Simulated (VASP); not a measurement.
A 71-atom supercell of SiC (4h) holds Si vacancy in charge state -1. It is relaxed twice, with the total moment held at 1 and at 3 μB. Level of theory: PBE GGA, VASP's PBE PAW potentials (set 64) (plane waves; VASP). Numerical set-up: PREC = Normal, LREAL = Auto, ISYM = 0, NELECT = 285.0, EDIFF = 1E-5, 400 eV cut-off, 1×1×1 Γ-centred mesh, Gaussian smearing of 0.050 eV, potentials Si C.

The cell is charged, with a uniform compensating background. The supercell is sampled at Γ alone, which is coarse: total energies, pressure and levels can be off, energies of defects by several tenths of an eV.

**Question.** Which spin state lies lower, and by how much?

**Answer.** The state with 3 μB lies lower, by 0.12 eV.

The cell is a supercell with a defect, built from SiC (4h).
